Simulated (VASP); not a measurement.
Calculation: PW91 GGA, VASP's PBE PAW potentials (set 64) (plane waves; VASP).

VASP input:

### POSCAR
```
InP
1.0
  0.0000000000   2.9782866392   2.9782866392
  2.9782866392   0.0000000000   2.9782866392
  2.9782866392   2.9782866392   0.0000000000
In P
1 1
Cartesian
  0.0000000000   0.0000000000   0.0000000000
  1.4891433196   1.4891433196   1.4891433196
```

### INCAR
```
! general
SYSTEM  = InP
PREC    = Accurate
ENCUT   = 520
LREAL   = .FALSE.
LASPH   = .TRUE.

! electronic loop
EDIFF   = 1E-6
NELM    = 100
ALGO    = Normal
LMAXMIX = 4

! smearing
ISMEAR  = 0
SIGMA   = 0.05

! functional
GGA     = 91

! ions
IBRION  = 2
NSW     = 60
ISIF    = 3
EDIFFG  = -0.01

! output
LWAVE   = .FALSE.
LCHARG  = .FALSE.
```

File KPOINTS:
```
Automatic mesh
0
Gamma
7 7 7
0 0 0
```

POTCAR, in this order: In_d P (PBE.64 set). Program: vasp_std.

What VASP printed:

### OSZICAR
```
       N       E                     dE             d eps       ncg     rms          rms(c)
DAV:   1     0.109678050864E+03    0.10968E+03   -0.85720E+03   520   0.155E+03
DAV:   2    -0.960491888543E+00   -0.11064E+03   -0.10743E+03   545   0.322E+02
DAV:   3    -0.866488845673E+01   -0.77044E+01   -0.76569E+01   685   0.889E+01
DAV:   4    -0.887449077412E+01   -0.20960E+00   -0.20944E+00   586   0.166E+01
DAV:   5    -0.888490802751E+01   -0.10417E-01   -0.10417E-01   789   0.324E+00    0.532E+00
DAV:   6    -0.847488262472E+01    0.41003E+00   -0.82157E-01   778   0.164E+01    0.322E+00
DAV:   7    -0.845123997359E+01    0.23643E-01   -0.19163E-01   693   0.381E+00    0.117E+00
DAV:   8    -0.845086456163E+01    0.37541E-03   -0.15269E-02   675   0.177E+00    0.359E-01
DAV:   9    -0.845149403393E+01   -0.62947E-03   -0.23733E-03   638   0.723E-01    0.192E-01
DAV:  10    -0.845151198323E+01   -0.17949E-04   -0.19829E-04   656   0.120E-01    0.134E-01
DAV:  11    -0.845156084586E+01   -0.48863E-04   -0.47352E-05   580   0.527E-02    0.334E-02
DAV:  12    -0.845156797691E+01   -0.71311E-05   -0.29792E-05   641   0.103E-01    0.205E-02
DAV:  13    -0.845156805054E+01   -0.73629E-07   -0.15384E-06   468   0.130E-02
   1 F= -.84515681E+01 E0= -.84515681E+01  d E =-.845157E+01
```

### OUTCAR
```
------------------------ aborting loop because EDIFF is reached ----------------------------------------
  FORCE on cell =-STRESS in cart. coord.  units (eV):
  Direction    XX          YY          ZZ          XY          YZ          ZX
  --------------------------------------------------------------------------------------
  Total       -0.0027804     -0.0027804     -0.0027804     -0.0000000     -0.0000000      0.0000000
  in kB       -0.0843112     -0.0843112     -0.0843112     -0.0000000     -0.0000000      0.0000000
  external PRESSURE =      -0.0843112 kB  Pullay stress =       0.0000000 kB
  volume of cell :       52.84
      direct lattice vectors                 reciprocal lattice vectors
     0.000000000  2.978286639  2.978286639    -0.167881759  0.167881759  0.167881759
     2.978286639  0.000000000  2.978286639     0.167881759 -0.167881759  0.167881759
     2.978286639  2.978286639  0.000000000     0.167881759  0.167881759 -0.167881759
  FREE ENERGIE OF THE ION-ELECTRON SYSTEM (eV)
  ---------------------------------------------------
  free  energy   TOTEN  =        -8.4515680505 eV

  energy  without entropy=       -8.4515680505  energy(sigma->0) =       -8.45156805

 reached required accuracy - stopping structural energy minimisation
```
(Selected blocks of OUTCAR.)

The compound is InP in the zinc blende structure. It was relaxed first. The start is the result of an earlier pass.
